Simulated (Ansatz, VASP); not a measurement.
# KI in two plane-wave programs, part 2 of 2

Aim: how closely do two programs agree when they are given the same cell, functional and k mesh? The cell is taken from a series of runs on this material, whose earlier steps may have relaxed, scaled, displaced or heated it; both programs get it as it stands.

VASP 6.6.1 and Ansatz 0.2.0.

So far: Starting point; Ansatz: zone-centre phonons, r2SCAN.

### Step 3. VASP: zone-centre phonons, r2SCAN

Level of this step: r2SCAN; plane waves and PAW (K_sv, I) (VASP).

The same cell, functional and mesh now go to VASP, with its own data sets.

Lines of VASP's logs that name or quote its potential files are left out, and so is its time.

The input, INCAR:

```
SYSTEM = KI
PREC = Accurate
ENCUT = 550
EDIFF = 1E-08
NELM = 120
ISMEAR = 0
SIGMA = 0.01
LREAL = .FALSE.
ALGO = Normal
METAGGA = R2SCAN
LASPH = .TRUE.
NBANDS = 14
LORBIT = 11
LWAVE = .FALSE.
LCHARG = .FALSE.
ISIF = 2
IBRION = 6
NFREE = 2
POTIM = 0.015
NSW = 1
GGA_COMPAT = .FALSE.
EFERMI = MIDGAP
LMIXTAU = .TRUE.
KPAR = 2
```

The input, POSCAR:

```
KI
1.0
    0.0000000000      3.5466345917      3.5466345917
    3.5466345917      0.0000000000      3.5466345917
    3.5466345917      3.5466345917      0.0000000000
K I
1 1
Direct
    0.0000000000      0.0000000000      0.0000000000
    0.5000000000      0.5000000000      0.5000000000
```

The input, KPOINTS:

```
Automatic mesh
0
Gamma
8 8 8
0 0 0
```

The projector-augmented-wave data sets are K_sv and I (PBE family, release 64).

The run is started by

```sh
mpirun -np 2 vasp_std
```

Numbers of over 12 decimals in the logs are rounded to 6 here.

The log of the run:

```text
[banner, memory and clock lines left out]
running    2 mpi-ranks, on    1 nodes
 distrk:  each k-point on    1 cores,    2 groups
 distr:  one band on    1 cores,    1 groups

 POSCAR found type information on POSCAR K I
 POSCAR found :  2 types and       2 ions
|                                                                             |
|               ----> ADVICE to this user running VASP <----                  |
|                                                                             |
|     You enforced a specific xc type in the INCAR file but a different       |
|     [... a line on the potential file left out ...]
|     I HOPE YOU KNOW WHAT YOU ARE DOING!                                     |
|                                                                             |

 LDA part: xc-table for (None), standard interpolation
 POSCAR, INCAR and KPOINTS ok, starting setup
 FFT: planning ... GRIDC
 FFT: planning ... GRID_SOFT
 FFT: planning ... GRID
 WAVECAR not read
 entering main loop
       N       E                     dE             d eps       ncg     rms          rms(c)
DAV:   1     0.654044609230E+02    0.65404E+02   -0.68697E+03   812   0.103E+03
DAV:   2    -0.308150168913E+02   -0.96219E+02   -0.89746E+02  1038   0.240E+02
DAV:   3    -0.369976015945E+02   -0.61826E+01   -0.61489E+01  1156   0.522E+01
DAV:   4    -0.373375333575E+02   -0.33993E+00   -0.33976E+00  1340   0.108E+01
DAV:   5    -0.373398212098E+02   -0.22879E-02   -0.22878E-02  1098   0.988E-01    0.314E+00
DAV:   6    -0.345638325146E+02    0.27760E+01   -0.11410E+00  1296   0.984E+00    0.246E+00
DAV:   7    -0.339167848041E+02    0.64705E+00   -0.31296E-01  1226   0.476E+00    0.103E+00
DAV:   8    -0.346307263572E+02   -0.71394E+00   -0.34712E-01   896   0.426E+00    0.595E-01
DAV:   9    -0.339550508380E+02    0.67568E+00   -0.22366E-01   818   0.394E+00    0.397E-01
DAV:  10    -0.339769606522E+02   -0.21910E-01   -0.51986E-02   812   0.256E+00    0.397E-01
DAV:  11    -0.339590994326E+02    0.17861E-01   -0.14538E-02   812   0.126E+00    0.176E-01
DAV:  12    -0.339596875761E+02   -0.58814E-03   -0.19415E-03   980   0.584E-01    0.112E-01
DAV:  13    -0.339836388319E+02   -0.23951E-01   -0.70519E-03   812   0.880E-01    0.367E-02
DAV:  14    -0.339843803829E+02   -0.74155E-03   -0.19114E-03   824   0.489E-01    0.190E-02
DAV:  15    -0.339844222956E+02   -0.41913E-04   -0.43505E-05  1302   0.622E-02    0.180E-02
DAV:  16    -0.339845684179E+02   -0.14612E-03   -0.12006E-05   854   0.359E-02    0.163E-02
DAV:  17    -0.339848940502E+02   -0.32563E-03   -0.12561E-04   812   0.112E-01    0.126E-02
DAV:  18    -0.339849268134E+02   -0.32763E-04   -0.30693E-05   812   0.655E-02    0.783E-03
DAV:  19    -0.339849283248E+02   -0.15114E-05   -0.41565E-06   878   0.222E-02    0.369E-03
DAV:  20    -0.339849266790E+02    0.16458E-05   -0.58460E-06   824   0.273E-02    0.155E-03
DAV:  21    -0.339849297539E+02   -0.30749E-05   -0.19614E-06   860   0.178E-02    0.149E-03
DAV:  22    -0.339849301633E+02   -0.40944E-06   -0.14904E-07  1022   0.423E-03    0.116E-03
DAV:  23    -0.339849303062E+02   -0.14281E-06   -0.13771E-07   860   0.450E-03    0.446E-04
DAV:  24    -0.339849303040E+02    0.21282E-08   -0.39743E-08   842   0.219E-03
   1 F= -.33984930E+02 E0= -.33984930E+02  d E =0.000000E+00
[...]
2 F= -.33984807E+02 E0= -.33984807E+02  d E =0.000000E+00
[...]
3 F= -.33984807E+02 E0= -.33984807E+02  d E =0.000000E+00
[...]
4 F= -.33984806E+02 E0= -.33984806E+02  d E =0.000000E+00
 Finite differences progress:
  Degree of freedom:   2/  2
  Displacement:        1/  2
  Total:               3/  4
 bond charge predicted
       N       E                     dE             d eps       ncg     rms          rms(c)
DAV:   1    -0.339825507574E+02    0.22554E-02   -0.47550E-01  1682   0.295E+00    0.130E-01
DAV:   2    -0.339845461452E+02   -0.19954E-02   -0.14323E-02  1790   0.715E-01    0.430E-02
DAV:   3    -0.339846619005E+02   -0.11576E-03   -0.83126E-04  1730   0.282E-01    0.317E-02
DAV:   4    -0.339845548154E+02    0.10709E-03   -0.61169E-04  1652   0.252E-01    0.123E-02
DAV:   5    -0.339847861440E+02   -0.23133E-03   -0.24530E-04  1652   0.169E-01    0.351E-03
DAV:   6    -0.339848007750E+02   -0.14631E-04   -0.23599E-05  1996   0.480E-02    0.791E-03
DAV:   7    -0.339847967304E+02    0.40446E-05   -0.38422E-06  1826   0.206E-02    0.788E-03
DAV:   8    -0.339847948906E+02    0.18398E-05   -0.20912E-06  1670   0.158E-02    0.648E-03
DAV:   9    -0.339848048222E+02   -0.99315E-05   -0.19523E-06  1676   0.157E-02    0.487E-03
DAV:  10    -0.339848061794E+02   -0.13572E-05   -0.71853E-07  1784   0.964E-03    0.491E-03
DAV:  11    -0.339848061896E+02   -0.10196E-07   -0.25317E-08  2270   0.111E-03    0.598E-03
DAV:  12    -0.339848061779E+02    0.11684E-07   -0.38439E-09  1330   0.715E-04    0.588E-03
DAV:  13    -0.339848062167E+02   -0.38787E-07   -0.67012E-09  1240   0.912E-04    0.286E-03
DAV:  14    -0.339848062209E+02   -0.42085E-08   -0.19427E-09   910   0.431E-04
   5 F= -.33984806E+02 E0= -.33984806E+02  d E =0.000000E+00
 Finite differences progress:
  Degree of freedom:   2/  2
  Displacement:        2/  2
  Total:               4/  4
```

Parts of OUTCAR (step 3):

```text
ion  position               nearest neighbor table
   1  0.000  0.000  0.000-   2 3.55   2 3.55   2 3.55   2 3.55   2 3.55   2 3.55
   2  0.500  0.500  0.500-   1 3.55   1 3.55   1 3.55   1 3.55   1 3.55   1 3.55

  LATTYP: Found a face centered cubic cell.
 ALAT       =     7.0932691834

 Subroutine GETGRP returns: Found 48 space group operations
 (whereof 48 operations were pure point group operations)

The static configuration has the point symmetry O_h .

 Found     29 irreducible k-points:

   k-points           NKPTS =     29   k-points in BZ     NKDIM =     29   number of bands    NBANDS=     14

   dimension x,y,z NGX =    40 NGY =   40 NGZ =   40
   dimension x,y,z NGXF=    80 NGYF=   80 NGZF=   80

   ENCUT  =  550.0 eV  40.42 Ry    6.36 a.u.   9.59  9.59  9.59*2*pi/ulx,y,z

   NELECT =      16.0000    total number of electrons

 k-points in reciprocal lattice and weights: Automatic mesh
   0.00000000  0.00000000  0.00000000       0.002
   0.12500000  0.00000000  0.00000000       0.016
   0.25000000  0.00000000  0.00000000       0.016
   0.37500000  0.00000000  0.00000000       0.016
   0.50000000  0.00000000  0.00000000       0.008
   0.12500000  0.12500000  0.00000000       0.012
   0.25000000  0.12500000  0.00000000       0.047
   0.37500000  0.12500000  0.00000000       0.047
   0.50000000  0.12500000  0.00000000       0.047
[...]
-0.37500000  0.50000000  0.12500000       0.023
  -0.25000000  0.50000000  0.25000000       0.012

 average (electrostatic) potential at core
       1 -39.9113       2 -99.2750

 E-fermi :   1.4732

 k-point     1 :       0.0000    0.0000    0.0000
  band No.  band energies     occupation
    ...
      4     -13.2086      2.00000
      5     -11.6106      2.00000
      6      -0.8158      2.00000
      7      -0.8158      2.00000
      8      -0.8158      2.00000
      9       3.7622      0.00000
     10       6.2386      0.00000
     11       6.2386      0.00000
     12       6.2386      0.00000
     13       7.0817      0.00000
    ...

 k-point     2 :       0.1250    0.0000    0.0000
  band No.  band energies     occupation
    ...
      4     -13.2089      2.00000
      5     -11.5684      2.00000
      6      -1.0591      2.00000
      7      -0.8674      2.00000
      8      -0.8673      2.00000
      9       4.1339      0.00000
     10       6.1447      0.00000
     11       6.4134      0.00000
     12       6.4134      0.00000
     13       7.2620      0.00000
    ...

 k-point     3 :       0.2500    0.0000    0.0000
  band No.  band energies     occupation
    ...
      4     -13.2095      2.00000
      5     -11.4694      2.00000
      6      -1.5492      2.00000
      7      -0.9859      2.00000
      8      -0.9859      2.00000
      9       4.8159      0.00000
     10       6.2905      0.00000
     11       6.8726      0.00000
     12       6.8727      0.00000
     13       7.7856      0.00000
    ...

  Total        0.0011178     -0.0007791     -0.0007791      0.0000000     -0.0000000     -0.0000000
  in kB        0.0200720     -0.0139904     -0.0139904      0.0000000     -0.0000000     -0.0000000
  external PRESSURE =      -0.0026363 kB  Pullay stress =       0.0000000 kB

  energy-cutoff  :      550.00
  volume of cell :       89.22
      direct lattice vectors                 reciprocal lattice vectors
     0.000000000  3.546634592  3.546634592    -0.140978719  0.140978719  0.140978719
     3.546634592  0.000000000  3.546634592     0.140978719 -0.140978719  0.140978719
     3.546634592  3.546634592  0.000000000     0.140978719  0.140978719 -0.140978719

 POSITION                                       TOTAL-FORCE (eV/Angst)
 -----------------------------------------------------------------------------------
      0.00000      0.00000      0.00000        -0.016829      0.000000      0.000000
      3.53163      3.54663      3.54663         0.016829      0.000000      0.000000
 -----------------------------------------------------------------------------------
    total drift:                               -0.000891     -0.000000     -0.000000

  FREE ENERGIE OF THE ION-ELECTRON SYSTEM (eV)
  ---------------------------------------------------
  free  energy   TOTEN  =       -33.9848062209 eV

  energy  without entropy=      -33.9848062209  energy(sigma->0) =      -33.98480622

 Eigenvectors and eigenvalues of the dynamical matrix
 ----------------------------------------------------

   1 f  =    3.033507 THz    19.060087 2PiTHz  101.186903 cm-1    12.545571 meV
             X         Y         Z           dx          dy          dz
      0.000000  0.000000  0.000000    -0.873668    0.000000    0.000000
      3.546635  3.546635  3.546635     0.486522    0.000000    0.000000

   2 f  =    3.033507 THz    19.060087 2PiTHz  101.186903 cm-1    12.545571 meV
             X         Y         Z           dx          dy          dz
      0.000000  0.000000  0.000000     0.000000   -0.873668    0.000000
      3.546635  3.546635  3.546635     0.000000    0.486522    0.000000

   3 f  =    3.033507 THz    19.060087 2PiTHz  101.186903 cm-1    12.545571 meV
             X         Y         Z           dx          dy          dz
      0.000000  0.000000  0.000000     0.000000    0.000000    0.873668
      3.546635  3.546635  3.546635     0.000000    0.000000   -0.486522

   4 f/i=    0.004202 THz     0.026403 2PiTHz    0.140168 cm-1     0.017379 meV
             X         Y         Z           dx          dy          dz
      0.000000  0.000000  0.000000     0.000000    0.486522    0.000000
      3.546635  3.546635  3.546635     0.000000    0.873668    0.000000

   5 f/i=    0.004202 THz     0.026403 2PiTHz    0.140168 cm-1     0.017379 meV
             X         Y         Z           dx          dy          dz
      0.000000  0.000000  0.000000    -0.486522    0.000000    0.000000
      3.546635  3.546635  3.546635    -0.873668    0.000000    0.000000

   6 f/i=    0.004202 THz     0.026403 2PiTHz    0.140168 cm-1     0.017379 meV
             X         Y         Z           dx          dy          dz
      0.000000  0.000000  0.000000     0.000000    0.000000   -0.486522
      3.546635  3.546635  3.546635     0.000000    0.000000   -0.873668

 ELASTIC MODULI CONTR FROM IONIC RELAXATION (kBar)
 Direction    XX          YY          ZZ          XY          YZ          ZX
 --------------------------------------------------------------------------------
 XX           0.0000      0.0000      0.0000      0.0000      0.0000      0.0000
 YY           0.0000      0.0000      0.0000      0.0000      0.0000      0.0000
 ZZ           0.0000      0.0000      0.0000      0.0000      0.0000      0.0000
 XY           0.0000      0.0000      0.0000      0.0000      0.0000      0.0000
 YZ           0.0000      0.0000      0.0000      0.0000      0.0000      0.0000
 ZX           0.0000      0.0000      0.0000      0.0000      0.0000      0.0000
 --------------------------------------------------------------------------------

 total charge
# of ion       s       p       d       tot
------------------------------------------
    1        1.958   5.678   0.020   7.655
    2        1.491   2.895   0.001   4.387
--------------------------------------------------
tot          3.449   8.572   0.021  12.042

[... 3 further parts left out ...]
```

The last energy, forces, stress and levels in OUTCAR belong to the last displaced cell, not to the cell of POSCAR. The PAW data sets were made with PBE, which is usual practice but a small mismatch for other functionals.

Levels, forces or a CONTCAR printed for this step are those of its last displaced cell, not of the structure at rest.

### Step 4. Comparison

Known differences besides the potentials themselves: VASP keeps PBE cores, Ansatz makes them for the functional; fixed occupations in Ansatz, narrow Gaussian smearing in VASP; the data sets hold 26 valence electrons in Ansatz (on its PAW soft_1 files) and 16 in VASP; the cutoff is 500 eV in Ansatz and 550 eV in VASP; VASP uses finite displacements, Ansatz perturbation theory. Total energies have different zeros and are not compared.

Both answers:

```
                  quantity  Ansatz   VASP  difference
optical mode 1 to 3 (cm⁻¹)   100.8  101.2     -0.36 %
```

Modes are paired by rising frequency, not by their patterns, so a pair may set unlike modes beside each other; they are those without the splitting of longitudinal modes.

### Step 5. Outcome

```yaml
r_m_s_difference_of_the_optical_zone_centre_modes_each_program_s_sorted_by_frequency_zone_centre_phonons_r2scan: 0.37 cm⁻¹
```

In words: The r.m.s. difference of the optical zone-centre modes, each program's sorted by frequency is 0.37 cm⁻¹ (zone-centre phonons, r2SCAN). The data sets hold unlike numbers of valence electrons (26 in Ansatz and 16 in VASP), so part of the differences comes from the potentials. How closely two codes agree says nothing of how well the functional describes the real material.

[Lines on the potential files, build, host, timing and source positions are cut from VASP's logs without a mark.]

[Logs are printed without paths, hosts, clocks, repeated set-up lines and the standing remarks that a program may print on its own settings, such as how far it seeks lower states.]

[Hosts, paths, dates, database ids (printed as entryN), source tags and the programs' standing remarks are cut or masked in the printed files.]
